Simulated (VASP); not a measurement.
VASP input:

**INCAR**
```
SYSTEM=NaI
PREC=Accurate; ENCUT=520; LREAL=F
LASPH=T
EDIFF=1E-7; NELM=100; ALGO=Normal
LMAXMIX=4
ISMEAR=-5
GGA=RP
ISIF=2
LWAVE=F; LCHARG=T; LORBIT=11
NEDOS=601
```

File POSCAR:
```
NaI
1
    0.0000000000     3.3523602638     3.3523602638
    3.3523602638     0.0000000000     3.3523602638
    3.3523602638     3.3523602638     0.0000000000
Na I
1 1
Direct
  0.0000000000   0.0000000000   0.0000000000
  0.5000000000   0.5000000000   0.5000000000
```

**KPOINTS**
```
Regular mesh
0
Gamma
8 8 8
```

POTCAR, in this order: Na_pv I (PBE.64 set). Program: vasp_std.

Question: Write an equivalent input for Ansatz.

Answer: One equivalent input (not run):
Ansatz 0.2 input:
```yaml
crystal:
  lattice:
    - [0.0000000, 3.3523603, 3.3523603]
    - [3.3523603, 0.0000000, 3.3523603]
    - [3.3523603, 3.3523603, 0.0000000]
  atoms:
    - { symbol: Na, position: [0.0000000, 0.0000000, 0.0000000] }
    - { symbol: I, position: [0.5000000, 0.5000000, 0.5000000] }
kpoints:
  mp_grid: { grid: [8, 8, 8] }
hamiltonian:
  xc: rpbe
  pseudopotentials: { kind: paw }
scf:
  occupations: { method: tetrahedron }
  max_iter: 100
output: { forces: true, stress: true, eigenvalues: true }
```
Limits of the translation: each code has its own PAW files, so the cut-off isn't converted (ENCUT is set for VASP's; basis.ecutwfc is left out, and Ansatz then takes the one that its files recommend); Ansatz stops its SCF on the density residual and VASP on the energy change (EDIFF).

The compound is NaI in the rock salt structure. It was relaxed first, which changed the volume by +11 %.
